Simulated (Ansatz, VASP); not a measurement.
# One calculation of B4MoRu, two programs

```
B Mo Ru
1.0
     4.61941    0.00000    0.00000
     0.00000    4.61941    0.00000
     0.00000    0.00000    4.61941
B Mo Ru
4 1 1
Direct
  0.74161 0.74161 0.74161
  0.25839 0.25839 0.74161
  0.25839 0.74161 0.25839
  0.74161 0.25839 0.25839
  0.00000 0.00000 0.00000
  0.50000 0.50000 0.50000
```

Alike in both runs: functional PBE; k mesh 8 × 8 × 8; occupations gaussian, width 0.1 eV; collinear spin.

Ansatz relaxed the structure, and its values are those at the end. VASP's run is a single point on that final structure, the one shown.

```csv
,VASP,Ansatz
version,VASP 6.6.1,Ansatz 0.2.0
potentials or method,"VASP PAW PBE potentials, release 64 (B, Mo_sv, Ru_pv)","scalar-relativistic, plane waves, PAW"
plane-wave cutoff (eV),520,420
valence electrons in the cell,40,42
```

```tsv
	VASP	Ansatz	Ansatz less VASP
gap on the k mesh at the Fermi level (eV)	none	none	-
pressure (GPa)	0.1	0.0	-0.05
rms of the force components (eV/Å)	0.010	0.003	-0.0068
net moment per atom (μB)	0.08	0.08	0.000
size of the moment on the site where the two differ most (μB)	0.38	0.23	-0.150
```

Site moments also hang on the region over which each program counts them. A gap of «none» marks a metal or a gap that the smearing closes. The two sets of potentials don't hold the same shells in valence.
